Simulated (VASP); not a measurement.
OSZICAR of a VASP run on CdSe (wurtzite):

OSZICAR:
```
       N       E                     dE             d eps       ncg     rms          rms(c)
DAV:   1     0.241428264910E+03    0.24143E+03   -0.17098E+04  1056   0.146E+03
DAV:   2     0.183008962032E+01   -0.23960E+03   -0.23497E+03  1170   0.344E+02
DAV:   3    -0.117838107815E+02   -0.13614E+02   -0.13567E+02  1254   0.815E+01
DAV:   4    -0.119084079285E+02   -0.12460E+00   -0.12456E+00  1182   0.776E+00
DAV:   5    -0.119094916453E+02   -0.10837E-02   -0.10837E-02  1284   0.666E-01    0.781E+00
DAV:   6    -0.111255498580E+02    0.78394E+00   -0.18547E+00  1270   0.135E+01    0.624E+00
DAV:   7    -0.110955559568E+02    0.29994E-01   -0.54430E-01  1188   0.410E+00    0.280E+00
DAV:   8    -0.110951116118E+02    0.44435E-03   -0.55938E-02  1140   0.266E+00    0.346E-01
DAV:   9    -0.110946375139E+02    0.47410E-03   -0.96531E-03  1200   0.122E+00    0.110E-01
DAV:  10    -0.110948276312E+02   -0.19012E-03   -0.97141E-04  1188   0.349E-01    0.782E-02
DAV:  11    -0.110949592352E+02   -0.13160E-03   -0.34210E-04  1134   0.127E-01    0.253E-02
DAV:  12    -0.110949227281E+02    0.36507E-04   -0.14284E-04  1266   0.117E-01    0.709E-03
DAV:  13    -0.110949264816E+02   -0.37535E-05   -0.20283E-05  1182   0.236E-02    0.611E-03
DAV:  14    -0.110949262496E+02    0.23200E-06   -0.11641E-06  1242   0.606E-03    0.369E-03
DAV:  15    -0.110949265229E+02   -0.27328E-06   -0.38431E-07  1132   0.290E-03    0.641E-04
DAV:  16    -0.110949264907E+02    0.32175E-07   -0.97845E-09   744   0.780E-04
   1 F= -.11094926E+02 E0= -.11094926E+02  d E =0.000000E+00
```

Question: Which electronic solver shows in the log?

Answer: It is blocked Davidson (ALGO = Normal, or the opening steps of other solvers). The INCAR had ALGO = Normal.

Question: Can the final energy be trusted as converged?

Answer: The run converged. It stopped with EDIFF = 1E-7, NELM = 100 (PW91 GGA, plane waves, VASP's PBE PAW potentials (set 64)).

The compound is CdSe in the wurtzite structure. It was relaxed first, which changed the volume by +7 %.
